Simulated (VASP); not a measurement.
Here is the system:

```yaml
crystal:
  lattice:
    - [0.00000, 2.92312, 2.92312]
    - [2.92312, 0.00000, 2.92312]
    - [11.89556, 11.89556, -0.20308]
  atoms:
    - { symbol: Sn, position: [0.02273, 0.02273, 0.98295] }
    - { symbol: Sn, position: [0.22727, 0.22727, 0.07955] }
    - { symbol: Ge, position: [0.97336, 0.97336, 0.26998] }
    - { symbol: Ge, position: [0.23328, 0.23328, 0.32504] }
    - { symbol: Ge, position: [0.99543, 0.99543, 0.50343] }
    - { symbol: Ge, position: [0.25457, 0.25457, 0.55907] }
    - { symbol: Ge, position: [0.01672, 0.01672, 0.73746] }
    - { symbol: Ge, position: [0.27664, 0.27664, 0.79252] }
```

Calculation: PBEsol GGA, VASP's PBE PAW potentials (set 64) (plane waves; VASP). Numerical set-up: 400 eV cut-off, Gaussian smearing of 0.050 eV, potentials Sn_d Ge_d.

Q: Give the energies of bands 49 to 62 at the high-symmetry points, in eV from the Fermi level.

A: 
| band | Γ | T | H2 | L | S0 | F |
|---|---|---|---|---|---|---|
| 49 | -1.83 | -1.81 | -4.57 | -3.67 | -4.57 | -3.88 |
| 50 | -1.44 | -1.81 | -4.51 | -3.67 | -4.51 | -3.80 |
| 51 | -1.44 | -1.48 | -4.39 | -3.30 | -4.40 | -3.33 |
| 52 | -1.23 | -1.48 | -3.73 | -2.94 | -3.73 | -3.22 |
| 53 | -0.92 | -0.86 | -2.92 | -2.90 | -2.99 | -2.81 |
| 54 | -0.92 | -0.86 | -2.89 | -2.84 | -2.81 | -2.24 |
| 55 | -0.70 | -0.77 | -2.60 | -2.12 | -2.70 | -1.72 |
| 56 | -0.67 | -0.31 | -2.60 | -1.15 | -2.51 | -1.07 |
| 57 | -0.21 | -0.12 | 0.98 | 0.21 | 0.82 | -0.48 |
| 58 | 0.61 | 0.53 | 0.99 | 0.48 | 1.32 | 0.18 |
| 59 | 0.61 | 0.53 | 1.69 | 0.64 | 1.37 | 0.27 |
| 60 | 1.38 | 2.05 | 2.06 | 1.06 | 2.26 | 0.68 |
| 61 | 2.09 | 2.44 | 3.11 | 1.36 | 2.83 | 1.61 |
| 62 | 2.09 | 2.44 | 3.40 | 1.49 | 3.96 | 3.13 |

It has no gap at this level: it comes out as a metal or semimetal.

The structure was generated: Sn2Ge6 was put into an ordered model structure (R-3m), which need not be its known phase. It was relaxed first.
